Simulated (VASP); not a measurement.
```
CELL_PARAMETERS angstrom
      0.00000     3.34036     3.34036
      3.34036     0.00000     3.34036
      3.34036     3.34036     0.00000
ATOMIC_POSITIONS crystal
  Sr 0.00000 0.00000 0.00000
  Te 0.50000 0.50000 0.50000
```

The numbers are results of optB88-vdW, VASP's PBE PAW potentials (set 64) (plane waves; VASP), not measurements. Settings: 520 eV cut-off, Gaussian smearing of 0.050 eV, potentials Sr_sv Te.

Unless said otherwise, spin-orbit coupling is left out, though it shifts the bands of the heavy elements here.

Question: Give the energies of bands 6 to 11 at the high-symmetry points, in eV from the valence-band maximum.

Answer: 
```tsv
band	Γ	X	U	L	W
6	0.00	-1.94	-1.75	-2.79	-1.54
7	0.00	-0.73	-1.72	-1.09	-1.54
8	0.00	-0.73	-0.94	-1.09	-1.49
9	2.85	1.76	2.83	3.95	3.94
10	3.28	3.88	4.90	5.13	3.94
11	3.28	4.80	5.49	5.29	4.45
```

The gap is indirect, 1.76 eV, from the valence maximum at Γ to the conduction minimum at X.

The compound is SrTe in the rock salt structure. It was relaxed first.
